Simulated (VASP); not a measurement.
Given:

```yaml
crystal:
  lattice:
    - [4.74674, 0.00000, 0.00000]
    - [0.00000, 4.74674, 0.00000]
    - [0.00000, 0.00000, 4.74674]
  atoms:
    - { symbol: Si, position: [0.16242, 0.33758, 0.66242] }
    - { symbol: Si, position: [0.33758, 0.66242, 0.16242] }
    - { symbol: Si, position: [0.66242, 0.16242, 0.33758] }
    - { symbol: Si, position: [0.83758, 0.83758, 0.83758] }
    - { symbol: Ru, position: [0.87059, 0.62941, 0.37059] }
    - { symbol: Ru, position: [0.62941, 0.37059, 0.87059] }
    - { symbol: Ru, position: [0.37059, 0.87059, 0.62941] }
    - { symbol: Ru, position: [0.12941, 0.12941, 0.12941] }
```

Calculation: PBEsol GGA, VASP's PBE PAW potentials (set 64) (plane waves; VASP). Settings: 300 eV cut-off, 6×6×6 Γ-centred mesh, Fermi-Dirac smearing of 0.010 eV, potentials Si Ru_pv.

At this cut-off the stress carries a Pulay error, which pulls relaxed volumes low.

**Question.** Which forces act on the atoms, in eV/Å?

**Answer.** 
| atom | Fx | Fy | Fz |
|---|---|---|---|
| Si1 | 0.032 | -0.032 | 0.032 |
| Si2 | -0.032 | 0.032 | 0.032 |
| Si3 | 0.032 | 0.032 | -0.032 |
| Si4 | -0.032 | -0.032 | -0.032 |
| Ru5 | 0.054 | -0.054 | 0.054 |
| Ru6 | -0.054 | 0.054 | 0.054 |
| Ru7 | 0.054 | 0.054 | -0.054 |
| Ru8 | -0.054 | -0.054 | -0.054 |

**Question.** Give the stress tensor in GPa (positive for a compressed cell).

**Answer.** 
```
-8.51   0.00   0.00
 0.00  -8.51   0.00
 0.00   0.00  -8.51
```
The pressure is its mean diagonal, -8.51 GPa.

The structure comes from a computed database's SiRu entry; how it stands against other phases isn't given here. The cell was not relaxed at this level.
